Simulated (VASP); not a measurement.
# InGaO2 (R-3m) in VASP: density of states with PBE

Aim: the density of states of InGaO2 with PBE.

Program: VASP 6.6.1. These are calculated values, not measurements. Logs are shortened: lines on timing, memory, paths and dates and some standing lists are left out, and cuts for length are marked.

## 1. The crystal as given

It takes space group R-3m (No. 166, trigonal). Conventional cell: a = 3.040 Å, b = 3.040 Å, c = 19.861 Å, α = 90.00°, β = 90.00°, γ = 120.00°. In (site symmetry -3m) is surrounded by 2 O at 2.29 Å. Around Ga (site symmetry -3m) lie 6 O at 2.03 Å. O (site symmetry 3m) is surrounded by 3 Ga at 2.03 Å and 1 In at 2.29 Å.

The cell was built by a generator and needn't be a form met in nature.

## 2. Density of states, PBE

POSCAR

```
InGaO2
1.0
    1.5198190000      0.8774680000      6.6203700000
   -1.5198190000      0.8774680000      6.6203700000
    0.0000000000     -1.7549360000      6.6203700000
In Ga O
1 1 2
Direct
    0.0000000000      0.0000000000      0.0000000000
    0.5000000000      0.5000000000      0.5000000000
    0.1151800000      0.1151800000      0.1151800000
    0.8848200000      0.8848200000      0.8848200000
```

INCAR.step1

```
PREC = Accurate ; ENCUT = 520
EDIFF = 1E-7 ; ISMEAR = 0
SIGMA = 0.1 ; LREAL = F
LASPH = T ; NELM = 80
ALGO = Normal ; ISIF = 2
LWAVE = F ; LCHARG = T
GGA = PE ; NBANDS = 27
KPAR = 4
```

KPOINTS.step1

```
regular mesh
0
Gamma
  14 14 14
```

INCAR.step2

```
PREC = Accurate ; ENCUT = 520
EDIFF = 1E-7 ; ISMEAR = -5
SIGMA = 0.1 ; LREAL = F
LASPH = T ; NELM = 80
ALGO = Normal ; ISIF = 2
LWAVE = F ; LCHARG = F
GGA = PE ; LORBIT = 10
NBANDS = 27 ; KPAR = 4
NEDOS = 2001 ; ICHARG = 11
```

KPOINTS.step2

```
regular mesh
0
Gamma
  21 21 21
```

Potentials or basis: VASP PAW PBE potentials, release 64 (In_d, Ga_d, O).

Command:

```sh
$ cat potpaw_PBE.64/In_d/POTCAR potpaw_PBE.64/Ga_d/POTCAR potpaw_PBE.64/O/POTCAR > POTCAR
$ cp INCAR.step1 INCAR
$ cp KPOINTS.step1 KPOINTS
$ mpirun -np 4 vasp_std > vasp.out
$ cp INCAR.step2 INCAR
$ cp KPOINTS.step2 KPOINTS
$ mpirun -np 4 vasp_std > vasp.out
```

OUTCAR:

```text
PREC = Accurate
   ENCUT = 520
   EDIFF = 1E-7
   ISMEAR = -5
   LREAL = F
   LASPH = T
   NELM = 80
   ISIF = 2
   GGA = PE
   LORBIT = 10
   ICHARG = 11

 ion  position               nearest neighbor table
   1  0.000  0.000  0.000-   3 2.29   4 2.29
   2  0.500  0.500  0.500-   3 2.03   3 2.03   4 2.03   4 2.03   3 2.03   4 2.03
   3  0.115  0.115  0.115-   2 2.03   2 2.03   2 2.03   1 2.29
   4  0.885  0.885  0.885-   2 2.03   2 2.03   2 2.03   1 2.29

  LATTYP: Found a trigonal (rhomboedric) cell.
 ALAT       =     6.8490217419
 COS(alpha) =     0.9015180338

  Lattice vectors:

 A1 = (   1.5198190000,   0.8774680000,   6.6203700000)
 A2 = (  -1.5198190000,   0.8774680000,   6.6203700000)
 A3 = (   0.0000000000,  -1.7549360000,   6.6203700000)

Analysis of symmetry for initial positions (statically):
=====================================================================
 Subroutine PRICEL returns:
 Original cell was already a primitive cell.

 Routine SETGRP: Setting up the symmetry group for a
 trigonal (rhombohedral) supercell.

 Subroutine GETGRP returns: Found 12 space group operations
 (whereof 12 operations were pure point group operations)
 out of a pool of 12 trial point group operations.

The static configuration has the point symmetry D_3d.

Analysis of symmetry for dynamics (positions and initial velocities):
=====================================================================
 Subroutine PRICEL returns:
 Original cell was already a primitive cell.

 Routine SETGRP: Setting up the symmetry group for a
 trigonal (rhombohedral) supercell.

 Subroutine GETGRP returns: Found 12 space group operations
 (whereof 12 operations were pure point group operations)
 out of a pool of 12 trial point group operations.

The dynamic configuration has the point symmetry D_3d.

 Subroutine INISYM returns: Found 12 space group operations
 (whereof 12 operations are pure point group operations),
 and found     1 'primitive' translations

----------------------------------------------------------------------------------------

                                     Primitive cell

  volume of cell :      52.9733

  direct lattice vectors                    reciprocal lattice vectors
     1.519819000  0.877468000  6.620370000     0.328986544  0.189940450  0.050349653
    -1.519819000  0.877468000  6.620370000    -0.328986544  0.189940450  0.050349653
     0.000000000 -1.754936000  6.620370000     0.000000000 -0.379880900  0.050349653

  length of vectors
     6.849021742  6.849021742  6.849021777     0.383203090  0.383203090  0.383203060

  position of ions in fractional coordinates (direct lattice)
     0.000000000  0.000000000  0.000000000
     0.500000000  0.500000000  0.500000000
     0.115180000  0.115180000  0.115180000
     0.884820000  0.884820000  0.884820000

  ion indices of the primitive-cell ions
   primitive index   ion index
                 1           1
                 2           2
                 3           3
                 4           4

----------------------------------------------------------------------------------------

 KPOINTS: regular mesh

Automatic generation of k-mesh.
 Grid dimensions read from file:
 generate k-points for:   21   21   21

 Generating k-lattice:

  Cartesian coordinates                     Fractional coordinates (reciprocal lattice)
     0.015666026  0.009044783  0.002397603     0.047619048 -0.000000000 -0.000000000
    -0.015666026  0.009044783  0.002397603    -0.000000000  0.047619048 -0.000000000
     0.000000000 -0.018089567  0.002397603    -0.000000000 -0.000000000  0.047619048

  Length of vectors
     0.018247766  0.018247766  0.018247765

  Shift w.r.t. Gamma in fractional coordinates (k-lattice)
     0.000000000  0.000000000  0.000000000

 TETIRR: Found   4641 inequivalent tetrahedra from    55566

 Subroutine IBZKPT returns following result:
 ===========================================

 Found    891 irreducible k-points:

 Following reciprocal coordinates:
            Coordinates               Weight
  0.000000  0.000000  0.000000      1.000000
  0.047619  0.000000  0.000000      6.000000
  0.095238  0.000000  0.000000      6.000000
  0.142857  0.000000  0.000000      6.000000
  0.190476  0.000000  0.000000      6.000000
  0.238095  0.000000  0.000000      6.000000
[... 16 lines left out ...]
 -0.428571  0.047619 -0.000000     12.000000
 -0.380952  0.047619 -0.000000     12.000000
 [... further k-points ...]
   k-points           NKPTS =    891   k-points in BZ     NKDIM =    891   number of bands    NBANDS=     27
   number of dos      NEDOS =   2001   number of ions     NIONS =      4
   total plane-waves  NPLWV = 157464
   dimension x,y,z NGX =    54 NGY =   54 NGZ =   54
   dimension x,y,z NGXF=   108 NGYF=  108 NGZF=  108
   ions per type =               1   1   2
   NGX,Y,Z   is equivalent  to a cutoff of  13.11, 13.11, 13.11 a.u.
   NGXF,Y,Z  is equivalent  to a cutoff of  26.21, 26.21, 26.21 a.u.
 SYSTEM =  unknown system
   PREC   = accura    normal or accurate (medium, high low for compatibility)
   ISTART =      0    job   : 0-new  1-cont  2-samecut
   ICHARG =     11    charge: 1-file 2-atom 10-const
   ISPIN  =      1    spin polarized calculation?
   LNONCOLLINEAR =      F non collinear calculations
   LSORBIT =      F    spin-orbit coupling
   LASPH  =      T    aspherical Exc in radial PAW
   ENCUT  =  520.0 eV  38.22 Ry    6.18 a.u.  12.73 12.73 12.73*2*pi/ulx,y,z
   NELM   =     80;   NELMIN=  2; NELMDL=  0     # of ELM steps
   EDIFF  = 0.1E-06   stopping-criterion for ELM
   LREAL  =      F    real-space projection
   EDIFFG = 0.1E-05   stopping-criterion for IOM
   NSW    =      0    number of steps for IOM
   IBRION =     -1    ionic relax: 0-MD 1-quasi-New 2-CG
   NFREE  =      0    steps in history (QN), initial steepest desc. (CG)
   ISIF   =      2    stress and relaxation
   ISYM   =      2    0-nonsym 1-usesym 2-fastsym
   POTIM  = 0.5000    time-step for ionic-motion
   TEBEG  =    0.0;   TEEND  =   0.0 temperature during run
   PSTRESS=    0.0 pullay stress
   NELECT =      38.0000    total number of electrons
   NUPDOWN=      -1.0000    fix difference up-down
   EMIN   =  10.00;   EMAX   =-10.00  energy-range for DOS
   EFERMI =   0.00;   METHOD = LEGACY
   ISMEAR =    -5;   SIGMA  =   0.10  broadening in eV -4-tet -1-fermi 0-gaus
   EFERMI_NEDOS =   21; number of points for ismear=-14 and -15
   IALGO  =     38    algorithm
   IMIX   =      4    mixing-type and parameters
     AMIX     =   0.40;   BMIX     =  1.00
     AMIX_MAG =   1.60;   BMIX_MAG =  1.00
  volume/ion in A,a.u.               =      13.24        89.37
  Fermi-wavevector in a.u.,A,eV,Ry     =   1.465493  2.769381 29.220829  2.147670
  Thomas-Fermi vector in A             =   2.581343
   LORBIT       =     10    0 simple, 1 ext, 2 COOP (PROOUT), +10 PAW based schemes
   GGA     = PE    functional components
   LHFCALC =     F    Hartree Fock is set to
   AEXX    =    0.0000 exact exchange contribution
   IVDW    =     0    specifies the selected vdW correction
   LEPSILON=     F    determine dielectric tensor
   LRPA    =     F    only Hartree local field effects (RPA)
 non-spin polarized calculation
 Fermi weights with tetrahedron method with Bloechl corrections
  energy-cutoff  :      520.00
  volume of cell :       52.97
 maximum number of plane-waves:      1453
 NGX is ok and might be reduce to    54

 number of electron      37.9999996 magnetization

 Free energy of the ion-electron system (eV)
  ---------------------------------------------------
  ext. energy  EPLUGINS =         0.00000000
  ---------------------------------------------------
  free energy    TOTEN  =       -21.02128856 eV

  energy without entropy =      -21.02128856  energy(sigma->0) =      -21.02128856

 E-fermi :   6.9341     XC(G=0): -11.2662

 val. band max:        6.9067497244   @ k =  -0.4762   0.0476   0.0476
 cond. band min:       6.8921790464   @ k =  -0.3333   0.1429   0.1429
 fundamental gap:     -0.0145706781
 Fermi energy:         6.9341311348

 k-point     1 :       0.0000    0.0000    0.0000
  band No.  band energies     occupation
      1     -13.2535      2.00000
      2     -11.4985      2.00000
      3      -8.0167      2.00000
      4      -7.9281      2.00000
      5      -7.9281      2.00000
      6      -7.5955      2.00000
[... 19 lines left out ...]
     26      20.1110      0.00000
     27      20.5705      0.00000

 k-point     2 :       0.0476    0.0000    0.0000
  band No.  band energies     occupation
      1     -13.2304      2.00000
      2     -11.5021      2.00000
      3      -8.0062      2.00000
      4      -7.9315      2.00000
      5      -7.9159      2.00000
      6      -7.5913      2.00000
[... 19 lines left out ...]
     26      19.8702      0.00000
     27      20.2122      0.00000

 k-point     3 :       0.0952    0.0000    0.0000
  band No.  band energies     occupation
      1     -13.1624      2.00000
      2     -11.5125      2.00000
      3      -7.9868      2.00000
      4      -7.9308      2.00000
      5      -7.8801      2.00000
      6      -7.5799      2.00000
[... 19 lines left out ...]
     26      19.5170      0.00000
     27      19.6153      0.00000

 k-point     4 :       0.1429    0.0000    0.0000
  band No.  band energies     occupation
      1     -13.0529      2.00000
      2     -11.5293      2.00000
      3      -7.9973      2.00000
      4      -7.8894      2.00000
      5      -7.8235      2.00000
      6      -7.5762      2.00000
[... 19 lines left out ...]
     26      18.9433      0.00000
     27      19.2899      0.00000
[... 516 lines left out ...]
      4      -7.8431      2.00000
      5      -7.5613      2.00000
      6      -7.5201      2.00000
[... 19 lines left out ...]
     26      17.7344      0.00000
     27      17.9023      0.00000

 k-point    23 :      -0.4286    0.0476   -0.0000
  band No.  band energies     occupation
      1     -11.9583      2.00000
      2     -11.7574      2.00000
      3      -8.2011      2.00000
      4      -7.8360      2.00000
      5      -7.5604      2.00000
      6      -7.5215      2.00000
[... 19 lines left out ...]
     26      17.6863      0.00000
     27      17.9482      0.00000

 k-point    24 :      -0.3810    0.0476   -0.0000
  band No.  band energies     occupation
      1     -12.0955      2.00000
      2     -11.7007      2.00000
      3      -8.1830      2.00000
      4      -7.8151      2.00000
      5      -7.5569      2.00000
      6      -7.5299      2.00000
[... 19 lines left out ...]
     26      17.5914      0.00000
     27      18.1347      0.00000

 [... further k-points ...]
[... 5 lines left out ...]
  --------------------------------------------------------------------------------------
  -------------------------------------------------------------------------------------
  Total       -0.0160413     -0.0160413      0.0008975      0.0000000     -0.0000000      0.0000000
  in kB       -0.4851688     -0.4851689      0.0271462      0.0000000     -0.0000000      0.0000000
  external PRESSURE =      -0.3143972 kB  Pullay stress =       0.0000000 kB

 VOLUME and BASIS-vectors are now :
 -----------------------------------------------------------------------------
  energy-cutoff  :      520.00
  volume of cell :       52.97
      direct lattice vectors                 reciprocal lattice vectors
     1.519819000  0.877468000  6.620370000     0.328986544  0.189940450  0.050349653
    -1.519819000  0.877468000  6.620370000    -0.328986544  0.189940450  0.050349653
     0.000000000 -1.754936000  6.620370000     0.000000000 -0.379880900  0.050349653

 POSITION                                       TOTAL-FORCE (eV/Angst)
 -----------------------------------------------------------------------------------
      0.00000      0.00000      0.00000        -0.000000      0.000000      0.000000
      0.00000      0.00000      9.93056         0.000000     -0.000000     -0.000000
      0.00000      0.00000      2.28760        -0.000000      0.000000     -0.000549
      0.00000      0.00000     17.57351        -0.000000      0.000000      0.000549
 -----------------------------------------------------------------------------------
    total drift:                                0.000000      0.000000     -0.000000

  FREE ENERGIE OF THE ION-ELECTRON SYSTEM (eV)
  ---------------------------------------------------
  free  energy   TOTEN  =       -21.0212885598 eV

  energy  without entropy=      -21.0212885598  energy(sigma->0) =      -21.02128856

 total charge

# of ion       s       p       d       tot
------------------------------------------
    1        0.812   0.643   9.903  11.358
    2        0.670   0.688  10.212  11.570
    3        1.565   3.447   0.000   5.012
    4        1.565   3.447   0.000   5.012
--------------------------------------------------
tot          4.613   8.225  20.115  32.953
```

It took 11 min on 4 MPI ranks of Intel Xeon 6975P-C (Granite Rapids), shared host; peak memory 1.4 GiB.

What came out:

```
Valence electrons inside the program's atomic spheres : In 11.36; Ga 11.57; O 5.01
```

States per cell in windows of 0.5 eV (zero at the Fermi level; states under -8 eV left out):
```csv
from (eV),total,O3_p,O4_p,In1_p,Ga2_s,In1_s,Ga2_p
-8.0,0.51,0.07,0.07,0.01,0.10,0.08,0.00
-7.5,1.17,0.19,0.19,0.02,0.29,0.09,0.00
-7.0,0.49,0.09,0.09,0.02,0.05,0.04,0.02
-6.5,1.17,0.23,0.23,0.04,0.06,0.08,0.09
-6.0,0.68,0.15,0.15,0.02,0.03,0.04,0.06
-5.5,0.73,0.17,0.17,0.02,0.02,0.04,0.06
-5.0,0.72,0.17,0.17,0.02,0.01,0.04,0.06
-4.5,1.46,0.39,0.39,0.04,0.01,0.07,0.12
-4.0,1.26,0.35,0.35,0.03,0.01,0.06,0.07
-3.5,1.58,0.49,0.49,0.05,0.00,0.03,0.05
-3.0,1.23,0.41,0.41,0.02,0.00,0.01,0.03
-2.5,1.12,0.36,0.36,0.04,0.00,0.02,0.01
-2.0,1.13,0.26,0.26,0.16,0.00,0.05,0.01
-1.5,0.28,0.04,0.04,0.08,0.00,0.01,0.00
-1.0,0.10,0.01,0.01,0.04,0.00,0.00,0.00
-0.5,0.05,0.00,0.00,0.02,0.00,0.00,0.00
0.0,0.15,0.01,0.01,0.01,0.00,0.05,0.00
0.5,0.31,0.03,0.03,0.04,0.00,0.09,0.00
1.0,0.20,0.01,0.01,0.04,0.01,0.05,0.00
1.5,0.25,0.01,0.01,0.05,0.01,0.06,0.00
2.0,0.27,0.02,0.02,0.05,0.02,0.05,0.00
2.5,0.30,0.02,0.02,0.06,0.02,0.04,0.00
3.0,0.40,0.03,0.03,0.08,0.04,0.04,0.01
3.5,0.44,0.03,0.03,0.08,0.06,0.03,0.01
4.0,0.41,0.04,0.04,0.06,0.07,0.02,0.01
4.5,1.01,0.11,0.11,0.10,0.27,0.02,0.02
5.0,0.98,0.11,0.11,0.11,0.25,0.03,0.03
5.5,0.79,0.07,0.07,0.12,0.14,0.03,0.03
6.0,0.51,0.03,0.03,0.10,0.03,0.02,0.05
6.5,0.58,0.03,0.03,0.12,0.01,0.03,0.07
7.0,0.57,0.02,0.02,0.11,0.01,0.02,0.09
7.5,0.58,0.02,0.02,0.13,0.00,0.01,0.08
```

Caveat: tetrahedron occupations give inexact forces and stress in metals.
